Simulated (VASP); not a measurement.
CaO (rock salt), at 1.04 of the tabulated volume:

```
CaO
1.0
    0.00000     2.43665     2.43665
    2.43665     0.00000     2.43665
    2.43665     2.43665     0.00000
Ca O
1 1
Cartesian
  0.00000   0.00000   0.00000
  2.43665   2.43665   2.43665
```

The lowest empty band near X, direction across the valley's axis, from mBJ (TB09) with spin-orbit coupling in VASP (PAW); its two spin partners are averaged. The gap over the points computed is 5.22 eV, and the next band on that side lies 2.99 eV away at the edge.

Run with 520 eV cut-off, 10×10×10 Γ-centred mesh, Gaussian smearing of 0.050 eV, potentials Ca_sv O.

| distance from the edge in k (1/Å) | distance in energy (meV) |
|---|---|
| 0.025 | 4.2 |
| 0.035 | 8.3 |
| 0.050 | 17.0 |
| 0.070 | 33.2 |

Fit E(1 + αE) = ħ²k²/2m* (ħ²/2m0 = 3.810 eV Å²) and predict the row at 0.095 1/Å.

The rows don't resolve α, so a parabola serves: the electron mass is m* = 0.562 m0, and so 61.2 meV. The run gave 60.9 meV, -0.3 meV from the fit.

Left out are points under 3 meV from the edge, since the levels carry 0.1 meV, and points farther than half the way to the next band.

The compound is CaO in the rock salt structure. The cell was not relaxed at this level.
